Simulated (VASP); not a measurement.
Input:

```
SnTe
1.0
    0.00000     3.58450     3.58450
    3.58450     0.00000     3.58450
    3.58450     3.58450     0.00000
Sn Te
1 1
Direct
  0.00000   0.00000   0.00000
  0.75000   0.75000   0.75000
```

All values below come from r2SCAN meta-GGA, VASP's PBE PAW potentials (set 64) (plane waves; VASP 6.6.1). Numerical set-up: 400 eV cut-off, 6×6×6 Γ-centred mesh, Gaussian smearing of 0.050 eV, potentials Sn_d Te.

### Question
Estimate the energy per atom (σ→0).

### Answer

```json
{
 "energy per atom (σ→0)": "-25.033 eV/atom"
}
```

Only differences to runs with the same potentials and settings are physical.

The structure comes from a computed database's SnTe entry (F-43m); how it stands against other phases isn't given here. It was relaxed first. The start is the result of an earlier pass.
